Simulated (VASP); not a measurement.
Energy against volume of InP (zinc blende). Level of theory: PBE GGA with D3 dispersion (zero damping), VASP's PBE PAW potentials (set 64) (plane waves; VASP 6.6.1). Settings: 520 eV cut-off, 8×8×8 Γ-centred mesh, Gaussian smearing of 0.050 eV, potentials In_d P.

| V (Å³/atom) | E (eV/atom) |
|---|---|
| 24.341 | -4.37235 |
| 25.118 | -4.38811 |
| 25.894 | -4.39314 |
| 26.671 | -4.38909 |

Fit these four points and predict the energy of the run at 27.448 Å³/atom.

A cubic in V^(−2/3), the third-order Birch-Murnaghan form, passes through the four points with V0 = 25.92 Å³/atom and B0 = 62 GPa, and gives -4.3773 eV/atom there. The run gave -4.3774 eV/atom, -0.1 meV/atom from the fit; all five points give B0 = 62 GPa.

The compound is InP in the zinc blende structure. It was relaxed first.
